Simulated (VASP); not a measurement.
Here is the system:

```xyz
3
Lattice="1.5613 0.9014 6.0450 -1.5613 0.9014 6.0450 0.0000 -1.8028 6.0450" Properties=species:S:1:pos:R:3 pbc="T T T"
Mo     0.0000     0.0000     0.0000
S      0.0000     0.0000    13.6429
S      0.0000     0.0000    10.5364
```

These are PBE GGA, VASP's PBE PAW potentials (set 64) (plane waves; VASP) values and carry that method's errors. Run with 300 eV cut-off, 6×6×6 Γ-centred mesh, Gaussian smearing of 0.10 eV, potentials Mo_sv S.

At this cut-off the stress carries a Pulay error, which pulls relaxed volumes low.

Question: Give the force on each atom (eV/Å).

Answer: 
```csv
atom,Fx,Fy,Fz
Mo1,0.000,0.000,0.008
S2,0.000,0.000,0.423
S3,0.000,0.000,-0.431
```

Question: Give the stress tensor in GPa (positive for a compressed cell).

Answer: 
```
7.97  0.00  0.00
0.00  7.97  0.00
0.00  0.00  7.49
```
The pressure is its mean diagonal, 7.81 GPa.

The structure was generated: MoS2 was put into an ordered model structure, which need not be its known phase. The cell was not relaxed at this level.
